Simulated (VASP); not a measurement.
These are AM05 GGA, VASP's PBE PAW potentials (set 64) (plane waves; VASP) values and carry that method's errors.

VASP input:

**POSCAR**
```
Ba
1
   -2.4866876389     2.4866876389     2.4866876389
    2.4866876389    -2.4866876389     2.4866876389
    2.4866876389     2.4866876389    -2.4866876389
Ba
1
Direct
  0.0000000000   0.0000000000   0.0000000000
```

### INCAR
```
! general
SYSTEM =Ba
PREC   =Accurate
ENCUT  =520   ! plane-wave cut-off (eV)
LREAL  =.FALSE.
LASPH  =.TRUE.   ! aspherical one-centre terms

! electronic loop
EDIFF  =1E-7
NELM   =100
ALGO   =Normal   ! blocked Davidson
LMAXMIX=4   ! l cut-off of mixed one-centre charges

! smearing
ISMEAR =-5

! functional
GGA    =AM   ! AM05

! ions
ISIF   =2   ! forces and stress, cell fixed

! output
LWAVE  =.FALSE.
LCHARG =.TRUE.
LORBIT =11
NEDOS  =601
```

KPOINTS:
```
Automatic mesh
0
Gamma
12 12 12
0 0 0
```

POTCAR, in this order: Ba_sv (PBE.64 set). Program: vasp_std.

For a metal the tetrahedron method with Blöchl corrections gives inexact stress and forces. Unless said otherwise, spin-orbit coupling is left out, though it shifts the bands of the heavy elements here.

Question: What does the run give for the energy per atom (σ→0), band gap (on the k-mesh)?

Answer: 
```json
{
 "energy per atom (σ→0)": "-1.946 eV/atom",
 "band gap (on the k-mesh)": "none (metal, semimetal or under 0.01 eV)"
}
```

**OSZICAR**
```
...
DAV:   7    -0.194601450769E+01    0.19440E-03   -0.53704E-03  1520   0.933E-01    0.437E-02
DAV:   8    -0.194607972179E+01   -0.65214E-04   -0.23668E-04  2123   0.960E-02    0.135E-02
DAV:   9    -0.194608663356E+01   -0.69118E-05   -0.35927E-06  1769   0.205E-02    0.656E-03
DAV:  10    -0.194608874221E+01   -0.21086E-05   -0.18522E-06  1837   0.126E-02    0.100E-03
DAV:  11    -0.194608905531E+01   -0.31310E-06   -0.60934E-08  1108   0.214E-03    0.326E-04
DAV:  12    -0.194608919698E+01   -0.14167E-06   -0.14389E-08   993   0.101E-03    0.932E-05
DAV:  13    -0.194608918713E+01    0.98408E-08   -0.38427E-09   848   0.384E-04
   1 F= -.19460892E+01 E0= -.19460892E+01  d E =0.000000E+00
```

The compound is Ba in the bcc structure. It was relaxed first.
